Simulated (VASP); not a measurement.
Calculation: r2SCAN meta-GGA, VASP's PBE PAW potentials (set 64) (plane waves; VASP 6.6.1).

Input for VASP

**INCAR**
```
PREC = Accurate
LMIXTAU = .TRUE.
ISIF = 2   # forces and stress, cell fixed
ALGO = Normal   # blocked Davidson
EDIFF = 1E-7   # SCF stop (eV)
LWAVE = .FALSE.
LMAXMIX = 6   # l cut-off of mixed one-centre charges
LREAL = .FALSE.   # projection in real space or not
NELM = 100   # most electronic steps
LCHARG = .FALSE.
ISMEAR = -5   # tetrahedra, Bloechl
NEDOS = 601   # DOS grid
SYSTEM = Be5Au
LORBIT = 11
METAGGA = R2SCAN
ENCUT = 400   # plane-wave cut-off (eV)
LEFG = .TRUE.
LASPH = .TRUE.
```

File POSCAR:
```
Be5Au
4.3117830
  0.0000000000   0.7071067972   0.7071067972
  0.7071067972   0.0000000000   0.7071067972
  0.7071067972   0.7071067972   0.0000000000
Be Au
5 1
Direct
  0.2500000000   0.2500000000   0.2500000000
  0.6247554441   0.6247554441   0.6247554441
  0.1257336677   0.6247554441   0.6247554441
  0.6247554441   0.1257336677   0.6247554441
  0.6247554441   0.6247554441   0.1257336677
  0.0000000000   0.0000000000   0.0000000000
```

KPOINTS:
```
Automatic mesh
0
Gamma
10 10 10
0 0 0
```

File KPOINTS_OPT:
```
k-points along high-symmetry lines
10
Line-mode
Reciprocal
  0.000000   0.000000   0.000000 ! GAMMA
 -0.500000  -0.500000   0.000000 ! X

 -0.500000  -0.500000   0.000000 ! X
 -0.375000  -0.375000   0.250000 ! U

 -0.375000   0.000000   0.375000 ! K
  0.000000   0.000000   0.000000 ! GAMMA

  0.000000   0.000000   0.000000 ! GAMMA
  0.000000   0.000000   0.500000 ! L

  0.000000   0.000000   0.500000 ! L
 -0.500000  -0.250000   0.250000 ! W

 -0.500000  -0.250000   0.250000 ! W
 -0.500000  -0.500000   0.000000 ! X
```

POTCAR, in this order: Be Au (PBE.64 set). Program: vasp_std.

For a metal the tetrahedron method with Blöchl corrections gives inexact stress and forces. Unless said otherwise, spin-orbit coupling is left out, though it shifts the bands of the heavy elements here.

Task: Predict the energy per atom (σ→0), band gap (over mesh and band path).

Result: 
| Quantity | Result |
|---|---|
| energy per atom (σ→0) | -12.142 eV/atom |
| band gap (over mesh and band path) | none (metal, semimetal or under 0.01 eV) |

**OSZICAR**
```
...
DAV:  14    -0.728496870272E+02   -0.19034E-04   -0.23524E-05  1496   0.528E-02    0.669E-03
DAV:  15    -0.728496971461E+02   -0.10119E-04   -0.86470E-06  1484   0.345E-02    0.176E-03
DAV:  16    -0.728496969410E+02    0.20501E-06   -0.48038E-07  1700   0.706E-03    0.421E-04
DAV:  17    -0.728496972109E+02   -0.26990E-06   -0.40379E-08   976   0.223E-03    0.189E-04
DAV:  18    -0.728496971392E+02    0.71705E-07   -0.12588E-08   820   0.129E-03
   1 F= -.72849697E+02 E0= -.72849697E+02  d E =0.000000E+00
       N       E                     dE             ncg
       N       E                     dE             ncg
```

The compound is Be5Au in the sg216 structure. It was relaxed first. The electron count is odd and the run is not spin-polarised, which forces a metal.
